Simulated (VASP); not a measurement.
Computed with PBE GGA with D3 dispersion (Becke-Johnson damping), VASP's PBE PAW potentials (set 64) (plane waves; VASP 6.6.1).

Input for VASP

**POSCAR**
```
AlN
1
    1.5539617475    -2.6915406939     0.0000000000
    1.5539617475     2.6915406939     0.0000000000
    0.0000000000     0.0000000000     4.9762688879
Al N
2 2
Direct
  0.6666670000   0.3333330000   0.5000499365
  0.3333330000   0.6666670000   0.0000499365
  0.6666670000   0.3333330000   0.8819500635
  0.3333330000   0.6666670000   0.3819500635
```

File KPOINTS:
```
Automatic mesh
0
G
 9 9 5
```

**INCAR**
```
SYSTEM = AlN
PREC = Accurate
ENCUT = 520
EDIFF = 1E-7
NELM = 100
ALGO = Normal
LREAL = .FALSE.
LASPH = .TRUE.
ISMEAR = -5
GGA = PE
IVDW = 12
LWAVE = .FALSE.
LCHARG = .TRUE.
LORBIT = 11
NEDOS = 601
ISIF = 2
LEFG = .TRUE.
```

POTCAR, in this order: Al N (PBE.64 set). Program: vasp_std.

What VASP printed:

File OSZICAR:
```
       N       E                     dE             d eps       ncg     rms          rms(c)
DAV:   1     0.530832966940E+02    0.53083E+02   -0.75007E+03   864   0.119E+03
DAV:   2    -0.304851368701E+02   -0.83568E+02   -0.78322E+02  1284   0.226E+02
DAV:   3    -0.344976410591E+02   -0.40125E+01   -0.39979E+01  1132   0.533E+01
DAV:   4    -0.345290060514E+02   -0.31365E-01   -0.31360E-01   992   0.561E+00
DAV:   5    -0.345294500996E+02   -0.44405E-03   -0.44403E-03  1100   0.676E-01    0.122E+01
DAV:   6    -0.297650274712E+02    0.47644E+01   -0.16945E+01  1032   0.316E+01    0.427E+00
DAV:   7    -0.297793019189E+02   -0.14274E-01   -0.66337E-01   964   0.642E+00    0.291E+00
DAV:   8    -0.297725003302E+02    0.68016E-02   -0.78124E-02  1000   0.292E+00    0.477E-01
DAV:   9    -0.297677227299E+02    0.47776E-02   -0.20687E-02  1084   0.108E+00    0.239E-01
DAV:  10    -0.297682715763E+02   -0.54885E-03   -0.22317E-03  1020   0.364E-01    0.131E-01
DAV:  11    -0.297682032427E+02    0.68334E-04   -0.20651E-04  1032   0.116E-01    0.320E-02
DAV:  12    -0.297682050495E+02   -0.18069E-05   -0.80197E-06   948   0.291E-02    0.903E-03
DAV:  13    -0.297682047627E+02    0.28680E-06   -0.54067E-06  1064   0.173E-02    0.531E-03
DAV:  14    -0.297682047474E+02    0.15344E-07   -0.40871E-07   956   0.574E-03
   1 F= -.30846184E+02 E0= -.30846184E+02  d E =0.000000E+00
```

File OUTCAR:
```
------------------------ aborting loop because EDIFF is reached ----------------------------------------
 Edisp (eV)   -1.07798
  FORCE on cell =-STRESS in cart. coord.  units (eV):
  Direction    XX          YY          ZZ          XY          YZ          ZX
  --------------------------------------------------------------------------------------
  Total       0.00183     0.00183     0.01119     0.00000    -0.00000     0.00000
  in kB       0.07031     0.07031     0.43059     0.00000    -0.00000     0.00000
  external pressure =        0.19 kB  Pullay stress =        0.00 kB
  volume of cell :       41.63
      direct lattice vectors                 reciprocal lattice vectors
     1.553961748 -2.691540694  0.000000000     0.321758242 -0.185767208  0.000000000
     1.553961748  2.691540694  0.000000000     0.321758242  0.185767208  0.000000000
     0.000000000  0.000000000  4.976268888     0.000000000  0.000000000  0.200953771
  FREE ENERGIE OF THE ION-ELECTRON SYSTEM (eV)
  ---------------------------------------------------
  free  energy   TOTEN  =       -30.8461843926 eV

  energy  without entropy=      -30.8461843926  energy(sigma->0) =      -30.84618439

 total charge

# of ion       s       p       d       tot
------------------------------------------
    1        0.369   0.442   0.000   0.811
    2        0.369   0.442   0.000   0.811
    3        1.223   2.644   0.000   3.867
    4        1.223   2.644   0.000   3.867
--------------------------------------------------
tot          3.184   6.172   0.000   9.357

 Electric field gradients after diagonalization (V/A^2)
 (convention: |V_zz| > |V_xx| > |V_yy|)
----------------------------------------------------------------------
 ion       V_xx      V_yy      V_zz     asymmetry (V_yy - V_xx)/ V_zz
----------------------------------------------------------------------
   1      -2.539    -2.539     5.079       0.000
   2      -2.539    -2.539     5.079       0.000
   3      -0.060    -0.060     0.120       0.001
   4      -0.060    -0.060     0.120       0.001
```
(Selected blocks of OUTCAR.)

The compound is AlN in the wurtzite structure. It was relaxed first.
